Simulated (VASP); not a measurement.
# NiW7S16 (a cell with a defect) in VASP: a series of runs

The runs below take NiW7S16 (a cell with a defect) through single point, with PBEsol.

All numbers are computed with VASP 6.6.1; they aren't measurements. Logs are shortened: lines on timing, memory, paths and dates and some standing lists are left out, and cuts for length are marked.

## Step 1: The crystal as given

The cell holds a defect, 24 atoms: a = 6.306 Å, b = 6.306 Å, c = 12.323 Å, α = 90.00°, β = 90.00°, γ = 120.00°.

## Step 2: Single point, PBEsol, collinear spin, ferromagnetic start

The input, INCAR:

```
  PREC = Accurate
  ENCUT = 350
  EDIFF = 1E-5
  ISMEAR = 0
  SIGMA = 0.03
  LREAL = Auto
  LASPH = T
  NELM = 120
  ALGO = Normal
  ISIF = 2
  LWAVE = F
  LCHARG = F
  ISPIN = 2
  MAGMOM = 4 0 0 0 0 0 0 0 0 0 0 0 0 0 0 0 0 0 0 0 0 0 0 0
  LORBIT = 11
  NUPDOWN = 4
  LMAXMIX = 4
  GGA = PS
  ISYM = 0
  KPAR = 4
```

The input, KPOINTS:

```
regular mesh
0
Gamma
  3 3 2
```

The input, POSCAR:

```
NiW7S16                                 
1.0
    6.3064000000      0.0000000000      0.0000000000
   -3.1532000000      5.4615026064      0.0000000000
    0.0000000000      0.0000000000     12.3230000000
  Ni              W               S             
     1     7    16
Direct
     0.1701332817048739    0.3367371071768500    0.2497707475259187
     0.1712077174938457    0.8353138204299890    0.2496107401948194
     0.6662311401554478    0.3315184007812072    0.2497194117937703
     0.6657642626001783    0.8354948637711430    0.2494660530531108
     0.3312262664211468    0.1661146879105503    0.7495887725907366
     0.3315839704175750    0.6662810608292049    0.7496161577746279
     0.8316546842742583    0.1664608210632319    0.7496070291863938
     0.8312694413447597    0.6660742033891492    0.7495904689472049
     0.1649971401808513    0.3331634756508392    0.6226263373894502
     0.1647810541750765    0.8327379587481297    0.6225860935359211
     0.6643652840711652    0.3324477711647583    0.6225762120001548
     0.6648009095197193    0.8331589801182673    0.6225440574366616
     0.3324799488463876    0.1698684889840807    0.1252932398426595
     0.3333569503662904    0.6657876249289906    0.1241175976132137
     0.8388429490658827    0.1702663573405053    0.1251307861967120
     0.8343651758919880    0.6676934658961663    0.1238904090644190
     0.1650823106837030    0.3331115334856796    0.8765236984395226
     0.1647795872098579    0.8327829264009315    0.8766712638460802
     0.6644403199301968    0.3325788510272447    0.8766353909985639
     0.6649521769651718    0.8331694949339592    0.8766666297246067
     0.3333343103573741    0.1687474774692549    0.3746755237086701
     0.3335285940898893    0.6647003774866039    0.3745640079728405
     0.8392867436301552    0.1697441397640737    0.3739748026407977
     0.8348417806042000    0.6681231112491881    0.3752255685231358
```

Potentials or basis: VASP PAW PBE potentials, release 64 (Ni, W_sv, S).

The run is started by

```console
$ cat potpaw_PBE.64/Ni/POTCAR potpaw_PBE.64/W_sv/POTCAR potpaw_PBE.64/S/POTCAR > POTCAR
$ mpirun -np 4 vasp_std > vasp.out
```

OUTCAR:

```text
PREC = Accurate
   ENCUT = 350
   EDIFF = 1E-5
   ISMEAR = 0
   LREAL = Auto
   LASPH = T
   NELM = 120
   ISIF = 2
   ISPIN = 2
   LORBIT = 11
   NUPDOWN = 4
   GGA = PS
   ISYM = 0

 ion  position               nearest neighbor table
   1  0.170  0.337  0.250-  22 2.36  13 2.36  23 2.37  14 2.37  15 2.37  21 2.38   4 3.14   2 3.14
                             3 3.15   3 3.16   2 3.17   4 3.17
   2  0.171  0.835  0.250-  14 2.38  22 2.38  13 2.38  21 2.39  24 2.40  16 2.41   4 3.12   3 3.13
                             1 3.14   1 3.17   3 3.18   4 3.19
   3  0.666  0.332  0.250-  13 2.38  21 2.38  15 2.38  23 2.39  24 2.40  16 2.40   2 3.13   4 3.13
                             1 3.15   1 3.16   4 3.18   2 3.18
   4  0.666  0.835  0.249-  22 2.38  14 2.38  23 2.39  15 2.39  16 2.40  24 2.40   2 3.12   3 3.13
                             1 3.14   1 3.17   3 3.18   2 3.19
   5  0.331  0.166  0.750-  17 2.40  11 2.40   9 2.40  19 2.40  10 2.40  18 2.40   7 3.15   6 3.15
                             8 3.15   8 3.15   6 3.15   7 3.15
   6  0.332  0.666  0.750-  17 2.40   9 2.40  10 2.40  12 2.40  18 2.40  20 2.40   8 3.15   7 3.15
                             5 3.15   5 3.15   7 3.15   8 3.15
   7  0.832  0.166  0.750-  17 2.40   9 2.40  11 2.40  19 2.40  20 2.40  12 2.40   5 3.15   8 3.15
                             6 3.15   6 3.15   8 3.15   5 3.15
   8  0.831  0.666  0.750-  10 2.40  20 2.40  19 2.40  12 2.40  11 2.40  18 2.40   6 3.15   7 3.15
                             5 3.15   5 3.15   7 3.15   6 3.15
   9  0.165  0.333  0.623-   6 2.40   5 2.40   7 2.40
  10  0.165  0.833  0.623-   6 2.40   5 2.40   8 2.40
  11  0.664  0.332  0.623-   5 2.40   7 2.40   8 2.40
  12  0.665  0.833  0.623-   6 2.40   7 2.40   8 2.40
  13  0.332  0.170  0.125-   1 2.36   3 2.38   2 2.38
  14  0.333  0.666  0.124-   1 2.37   2 2.38   4 2.38
[... 8 lines left out ...]
  23  0.839  0.170  0.374-   1 2.37   4 2.39   3 2.39
  24  0.835  0.668  0.375-   2 2.40   3 2.40   4 2.40

IMPORTANT INFORMATION: All symmetrisations will be switched off!
NOSYMM: (Re-)initialisation of all symmetry stuff for point group C_1.

----------------------------------------------------------------------------------------

                                     Primitive cell

  volume of cell :     424.4339

  direct lattice vectors                    reciprocal lattice vectors
     6.306400000  0.000000000  0.000000000     0.158569073  0.091549897  0.000000000
    -3.153200000  5.461502606  0.000000000     0.000000000  0.183099794  0.000000000
     0.000000000  0.000000000 12.323000000     0.000000000  0.000000000  0.081149071

  length of vectors
     6.306400000  6.306400000 12.323000000     0.183099794  0.183099794  0.081149071

  position of ions in fractional coordinates (direct lattice)
     0.170133282  0.336737107  0.249770748
     0.171207717  0.835313820  0.249610740
     0.666231140  0.331518401  0.249719412
     0.665764263  0.835494864  0.249466053
     0.331226266  0.166114688  0.749588773
     0.331583970  0.666281061  0.749616158
[... 16 lines left out ...]
     0.839286744  0.169744140  0.373974803
     0.834841781  0.668123111  0.375225569

  ion indices of the primitive-cell ions
   primitive index   ion index
                 1           1
                 2           2
                 3           3
                 4           4
                 5           5
                 6           6
[... 16 lines left out ...]
                23          23
                24          24

----------------------------------------------------------------------------------------

 KPOINTS: regular mesh

Automatic generation of k-mesh.
 Grid dimensions read from file:
 generate k-points for:    3    3    2

 Generating k-lattice:

  Cartesian coordinates                     Fractional coordinates (reciprocal lattice)
     0.052856358  0.030516632  0.000000000     0.333333333  0.000000000  0.000000000
     0.000000000  0.061033265  0.000000000     0.000000000  0.333333333  0.000000000
     0.000000000  0.000000000  0.040574535     0.000000000  0.000000000  0.500000000

  Length of vectors
     0.061033265  0.061033265  0.040574535

  Shift w.r.t. Gamma in fractional coordinates (k-lattice)
     0.000000000  0.000000000  0.000000000

 Subroutine IBZKPT returns following result:
 ===========================================

 Found     10 irreducible k-points:

 Following reciprocal coordinates:
            Coordinates               Weight
  0.000000  0.000000  0.000000      1.000000
  0.333333 -0.000000  0.000000      2.000000
[... 16 lines left out ...]
 SYSTEM =  unknown system
   PREC   = accura    normal or accurate (medium, high low for compatibility)
   ISTART =      0    job   : 0-new  1-cont  2-samecut
   ICHARG =      2    charge: 1-file 2-atom 10-const
   ISPIN  =      2    spin polarized calculation?
   LNONCOLLINEAR =      F non collinear calculations
   LSORBIT =      F    spin-orbit coupling
   LASPH  =      T    aspherical Exc in radial PAW
   ENCUT  =  350.0 eV  25.72 Ry    5.07 a.u.   9.62  9.62 18.80*2*pi/ulx,y,z
   NELM   =    120;   NELMIN=  2; NELMDL= -5     # of ELM steps
   EDIFF  = 0.1E-04   stopping-criterion for ELM
   LREAL  =      T    real-space projection
   EDIFFG = 0.1E-03   stopping-criterion for IOM
   NSW    =      0    number of steps for IOM
   IBRION =     -1    ionic relax: 0-MD 1-quasi-New 2-CG
   NFREE  =      0    steps in history (QN), initial steepest desc. (CG)
   ISIF   =      2    stress and relaxation
   ISYM   =      0    0-nonsym 1-usesym 2-fastsym
   POTIM  = 0.5000    time-step for ionic-motion
   TEBEG  =    0.0;   TEEND  =   0.0 temperature during run
   PSTRESS=    0.0 pullay stress
   NELECT =     204.0000    total number of electrons
   NUPDOWN=       4.0000    fix difference up-down
   EMIN   =  10.00;   EMAX   =-10.00  energy-range for DOS
   EFERMI =   0.00;   METHOD = LEGACY
   ISMEAR =     0;   SIGMA  =   0.03  broadening in eV -4-tet -1-fermi 0-gaus
   EFERMI_NEDOS =   21; number of points for ismear=-14 and -15
   IALGO  =     38    algorithm
   IMIX   =      4    mixing-type and parameters
     AMIX     =   0.40;   BMIX     =  1.00
     AMIX_MAG =   1.60;   BMIX_MAG =  1.00
  volume/ion in A,a.u.               =      17.68       119.34
  Fermi-wavevector in a.u.,A,eV,Ry     =   1.282374  2.423336 22.374566  1.644484
  Thomas-Fermi vector in A             =   2.414690
   LORBIT       =     11    0 simple, 1 ext, 2 COOP (PROOUT), +10 PAW based schemes
   GGA     = PS    functional components
   LHFCALC =     F    Hartree Fock is set to
   AEXX    =    0.0000 exact exchange contribution
   IVDW    =     0    specifies the selected vdW correction
   LEPSILON=     F    determine dielectric tensor
   LRPA    =     F    only Hartree local field effects (RPA)
 spin polarized calculation
 Gauss-broadening in eV      SIGMA  =   0.03
  energy-cutoff  :      350.00
  volume of cell :      424.43
 maximum number of plane-waves:      6374
 NGX is ok and might be reduce to    40
   NGX = 19   NGY = 19   NGZ = 37

 number of electron     204.0000016 magnetization       4.0000000

 Free energy of the ion-electron system (eV)
  ---------------------------------------------------
  ext. energy  EPLUGINS =         0.00000000
  ---------------------------------------------------
  free energy    TOTEN  =      -189.68687625 eV

  energy without entropy =     -189.68198514  energy(sigma->0) =     -189.68443070

 E-fermi :   6.8830     XC(G=0): -11.0400

 val. band max:        7.4172698107   @ k =   0.0000   0.0000   0.0000
 cond. band min:       6.8831165434   @ k =   0.0000   0.0000   0.5000
 fundamental gap:     -0.5341532672
 Fermi energy:         7.4226543591

 spin component 1

 k-point     1 :       0.0000    0.0000    0.0000
  band No.  band energies     occupation
      1     -67.5594      1.00000
      2     -67.5449      1.00000
      3     -67.5444      1.00000
      4     -67.3971      1.00000
      5     -67.3799      1.00000
      6     -67.3758      1.00000
[... 1159 lines left out ...]
    113       9.0702      0.00000
    114       9.3666      0.00000
 Fermi energy:         6.8829744352

 spin component 2

 k-point     1 :       0.0000    0.0000    0.0000
  band No.  band energies     occupation
      1     -67.4357      1.00000
      2     -67.4219      1.00000
      3     -67.4198      1.00000
      4     -67.3918      1.00000
      5     -67.3729      1.00000
      6     -67.3722      1.00000
[... 1159 lines left out ...]
    113       9.2788      0.00000
    114       9.3913      0.00000
 [bands above 114 left out]

------------------------ aborting loop because EDIFF is reached ----------------------------------------

  FORCE on cell =-STRESS in cart. coord.  units (eV):
  Direction    XX          YY          ZZ          XY          YZ          ZX
  --------------------------------------------------------------------------------------
  -------------------------------------------------------------------------------------
  Total        1.7141701      1.6124088      1.1448747      0.0180176      0.0071410     -0.1319483
  in kB        6.4707465      6.0866123      4.3217378      0.0680138      0.0269564     -0.4980858
  external PRESSURE =       5.6263655 kB  Pullay stress =       0.0000000 kB

 VOLUME and BASIS-vectors are now :
 -----------------------------------------------------------------------------
  energy-cutoff  :      350.00
  volume of cell :      424.43
      direct lattice vectors                 reciprocal lattice vectors
     6.306400000  0.000000000  0.000000000     0.158569073  0.091549897  0.000000000
    -3.153200000  5.461502606  0.000000000     0.000000000  0.183099794  0.000000000
     0.000000000  0.000000000 12.323000000     0.000000000  0.000000000  0.081149071

 POSITION                                       TOTAL-FORCE (eV/Angst)
 -----------------------------------------------------------------------------------
      0.01113      1.83909      3.07792         0.016586      0.023721     -0.010369
     -1.55421      4.56207      3.07595        -0.175532     -0.026300     -0.009427
      3.15618      1.81059      3.07729         0.039281      0.130457     -0.015038
      1.56409      4.56306      3.07417         0.160334     -0.019042      0.012110
      1.56505      0.90724      9.23718         0.010088     -0.002106      0.001484
     -0.00982      3.63890      9.23752        -0.003040      0.007733      0.001760
[... 16 lines left out ...]
      4.75764      0.92706      4.60849        -0.063813     -0.032801      0.097683
      3.15812      3.64896      4.62390        -0.006313     -0.014647     -0.003188
 -----------------------------------------------------------------------------------
    total drift:                               -0.006035     -0.006219      0.008076

  FREE ENERGIE OF THE ION-ELECTRON SYSTEM (eV)
  ---------------------------------------------------
  free  energy   TOTEN  =      -189.6868762549 eV

  energy  without entropy=     -189.6819851354  energy(sigma->0) =     -189.68443070

 total charge

# of ion       s       p       d       tot
------------------------------------------
    1        0.394   0.513   8.288   9.195
    2        2.339   6.339   3.389  12.067
    3        2.340   6.340   3.388  12.068
    4        2.339   6.339   3.389  12.067
    5        2.325   6.338   3.415  12.078
    6        2.325   6.338   3.415  12.078
[... 16 lines left out ...]
   23        1.360   2.320   0.000   3.679
   24        1.355   2.336   0.000   3.692
--------------------------------------------------
tot         38.413  82.217  32.111 152.741

 magnetization (x)

# of ion       s       p       d       tot
------------------------------------------
    1        0.007   0.002   1.211   1.221
    2        0.005   0.009   0.257   0.272
    3        0.005   0.009   0.250   0.264
    4        0.005   0.009   0.253   0.268
    5        0.000   0.000   0.007   0.007
    6        0.000   0.000   0.007   0.007
[... 16 lines left out ...]
   23        0.009   0.170   0.000   0.179
   24        0.000   0.006   0.000   0.006
--------------------------------------------------
tot          0.084   1.063   2.008   3.155
```

It took 7.1 min on 4 MPI ranks of Intel Xeon Platinum 8488C (Sapphire Rapids), shared host; peak memory 0.67 GiB.

Results:

```yaml
Free_energy: -189.6869 eV
Pressure: 0.6 GPa
Largest_force: 0.178 eV/Å
Net_moment: 4.00 μB per cell
Site_moments: Ni +1.22; W +0.27, +0.26, +0.01, +0.02; S +0.00, +0.17, +0.18, +0.01 μB
Valence_electrons_inside_the_program's_atomic_spheres: Ni 9.20; W 12.07, 12.08; S 3.70, 3.68, 3.69
```

Forces in eV/Å, atoms in the order of the input:
```
Ni   0.017  0.024 -0.010
W   -0.176 -0.026 -0.009
W    0.039  0.130 -0.015
W    0.160 -0.019  0.012
W    0.010 -0.002  0.001
W   -0.003  0.008  0.002
W   -0.002 -0.012 -0.001
W    0.005  0.005  0.002
S   -0.004 -0.009  0.009
S    0.003  0.008 -0.009
S    0.010  0.008 -0.014
S    0.001  0.003 -0.003
S    0.037 -0.038 -0.091
S    0.009  0.012 -0.074
S   -0.051 -0.042 -0.100
S    0.015  0.002  0.018
S   -0.010 -0.007  0.002
S    0.005  0.008  0.000
S    0.008 -0.002  0.011
S   -0.007  0.003  0.003
S    0.016 -0.030  0.095
S   -0.013  0.024  0.078
S   -0.064 -0.033  0.098
S   -0.006 -0.015 -0.003
```

Stress tensor (GPa, compression positive):
```
 0.65  0.01 -0.05
 0.01  0.61  0.00
-0.05  0.00  0.43
```

Caveat: the k mesh is coarse (spacing up to 0.38 Å⁻¹), so the values aren't converged; the PAW data sets were made with another functional, which shifts forces and pressure a little; the total moment is fixed, so each spin has its own Fermi level. Spin-orbit coupling is left out, which matters for the levels of W.

## Step 3: Single point, PBEsol, collinear spin, zero start

The input, INCAR:

```
PREC     = Accurate       # precision mode
ENCUT    = 350            # plane-wave cutoff, eV
EDIFF    = 1E-5           # SCF threshold, eV
ISMEAR   = 0              # smearing method
SIGMA    = 0.03           # smearing width, eV
LREAL    = Auto         
LASPH    = T              # aspherical terms in the spheres
NELM     = 120            # most SCF steps
ALGO     = Normal         # electronic algorithm
ISIF     = 2              # what is computed and relaxed
LWAVE    = F              # write WAVECAR
LCHARG   = F              # write CHGCAR
ISPIN    = 2              # spin polarisation
MAGMOM   = 0 0 0 0 0 0 0 0 0 0 0 0 0 0 0 0 0 0 0 0 0 0 0 0 # initial moments
LORBIT   = 11             # projections on sites
NUPDOWN  = 0              # fixed moment
LMAXMIX  = 4              # l up to which the mixer works
GGA      = PS             # functional
ISYM     = 0            
KPAR     = 4
```

The input, KPOINTS:

```
Automatic mesh
0
Gamma
  3 3 2
```

The input, POSCAR:

```
NiW7S16                                 
1.0
    6.3064000000      0.0000000000      0.0000000000
   -3.1532000000      5.4615026064      0.0000000000
    0.0000000000      0.0000000000     12.3230000000
  Ni              W               S             
     1     7    16
Direct
     0.2447438283285442    0.3701069694036937    0.2705297780254624
     0.1565471746507480    0.8299628204729782    0.2486667267556939
     0.6647987616639327    0.3307005473818924    0.2456303745127076
     0.6638899936053463    0.8375101003240603    0.2451509068378179
     0.3319942620185986    0.1666918586236412    0.7492220522574804
     0.3319198792350510    0.6662157970687760    0.7492222658594027
     0.8318057625278061    0.1663970649556968    0.7496646237081126
     0.8318985173940266    0.6664601287191970    0.7494243104988026
     0.1648659995052557    0.3329007369573956    0.6223110640121976
     0.1651516364567238    0.8330639251428494    0.6225140928273433
     0.6658903389900516    0.3331989753147603    0.6224651384598835
     0.6657490073505556    0.8336492954535875    0.6224332877155394
     0.3049514401799407    0.1725844323911896    0.1350134396756923
     0.3009918622765499    0.6293102032398395    0.1362150842256737
     0.7786569219207016    0.1404870531860575    0.1088252164632955
     0.8222992816152324    0.6630447768036991    0.1198772762241386
     0.1652736162178018    0.3330976543042639    0.8762875993924016
     0.1657799510393163    0.8333709271317973    0.8765261589026847
     0.6648126042216852    0.3333129100013841    0.8763884322926485
     0.6647098038595930    0.8324756791080302    0.8764117591909575
     0.3519417271590280    0.1649392001390468    0.3787824827751611
     0.3496504245874413    0.6847716259132085    0.3779309909488305
     0.8798161532273068    0.1910460252513059    0.3575110607169192
     0.8291670519687570    0.6667782927116473    0.3736668777211449
```

Potentials or basis: VASP PAW PBE potentials, release 64 (Ni, W_sv, S).

The run is started by

```console
$ cat potpaw_PBE.64/Ni/POTCAR potpaw_PBE.64/W_sv/POTCAR potpaw_PBE.64/S/POTCAR > POTCAR
$ mpirun -np 4 vasp_std > vasp.out
```

Wall time 12 min (4 MPI ranks of AMD EPYC 9R45 (Zen 5), shared host); peak memory 0.65 GiB.

It converged, with:

* Free energy: -190.3458 eV
* Pressure: 1.1 GPa
* Largest force: 0.310 eV/Å
* Net moment: 0.00 μB per cell
* Site moments: Ni -0.01; W +0.04, -0.01, -0.00, +0.00; S -0.00, +0.00, -0.01 μB
* Valence electrons inside the program's atomic spheres: Ni 9.55; W 12.07, 12.09, 12.08; S 3.70, 3.68, 3.69

Forces on the atoms (eV/Å):
```
Ni  -0.167 -0.144 -0.030
W    0.005  0.074  0.012
W    0.050 -0.009 -0.034
W    0.006  0.047 -0.044
W    0.002 -0.003  0.016
W    0.003  0.005  0.017
W    0.003 -0.003  0.015
W   -0.002  0.005  0.010
S    0.004  0.002 -0.010
S    0.004  0.003 -0.010
S   -0.003 -0.002 -0.017
S   -0.002 -0.001 -0.011
S    0.141 -0.100 -0.202
S   -0.020  0.142 -0.168
S   -0.016  0.001 -0.017
S   -0.022 -0.006  0.007
S    0.002  0.003 -0.009
S    0.000  0.000 -0.011
S   -0.003  0.004 -0.009
S    0.003 -0.004 -0.011
S    0.188 -0.153  0.194
S   -0.056  0.203  0.164
S   -0.115 -0.066  0.118
S   -0.005  0.000  0.029
```

Stress tensor (GPa, compression positive):
```
1.49 0.14 0.14
0.14 0.67 0.07
0.14 0.07 1.10
```

Caveat: the k mesh is coarse (spacing up to 0.38 Å⁻¹), so the values aren't converged; the PAW data sets were made with another functional, which shifts forces and pressure a little; the total moment is fixed, so each spin has its own Fermi level.
